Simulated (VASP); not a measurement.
VASP runs on Pb (space group Fm-3m) share one base input (PBE GGA, plane waves, VASP's PBE PAW potentials (set 64)) and change the settings named in each case.

### POSCAR
```
Pb
1
    0.0000000000     2.4750000000     2.4750000000
    2.4750000000     0.0000000000     2.4750000000
    2.4750000000     2.4750000000     0.0000000000
Pb
1
Direct
  0.0000000000   0.0000000000   0.0000000000
```

**INCAR**
```
# general
SYSTEM  = Pb
PREC    = Accurate
ENCUT   = 300
LREAL   = .FALSE.
LASPH   = .TRUE.

# electronic loop
EDIFF   = 1E-6
NELM    = 100
ALGO    = Normal
LMAXMIX = 4

# smearing
ISMEAR  = -1
SIGMA   = 0.1

# functional
GGA     = PE

# ions
ISIF    = 2

# output
LWAVE   = .FALSE.
LCHARG  = .FALSE.
```

### KPOINTS
```
Automatic mesh
0
Gamma
9 9 9
0 0 0
```

POTCAR, in this order: Pb_d (PBE.64 set). Program: vasp_std.

| change | E(σ→0) (eV/atom) | pressure (GPa) | −TS (eV) |
|---|---|---|---|
| base run | -3.5686 | 1.61 | -0.0120 |
| GGA = PS | -4.0183 | -1.25 | -0.0120 |
| GGA_COMPAT = .FALSE., LNONCOLLINEAR = .TRUE., LSORBIT = .TRUE., MAGMOM = 0.0 0.0 0.0, program vasp_ncl | -4.1026 | 1.60 | -0.0116 |
| KPOINTS 4×4×4 Γ-centred mesh | -3.3885 | 1.36 | -0.0382 |
 Energies of different potentials or functionals have different zeros.  Unless said otherwise, spin-orbit coupling is left out, though it shifts the bands of the heavy elements here. At 300 eV the pressure can carry a Pulay error.

Left out are runs that ran out of time, are held back, or changed the cell or the kind of run, fixed moments of cells without a moment, rows past the twelfth, gaps on odd meshes, pressures of charged cells and columns that move by less than the noise.

The structure is a typed Pb crystal (Fm-3m). The cell was not relaxed at this level.
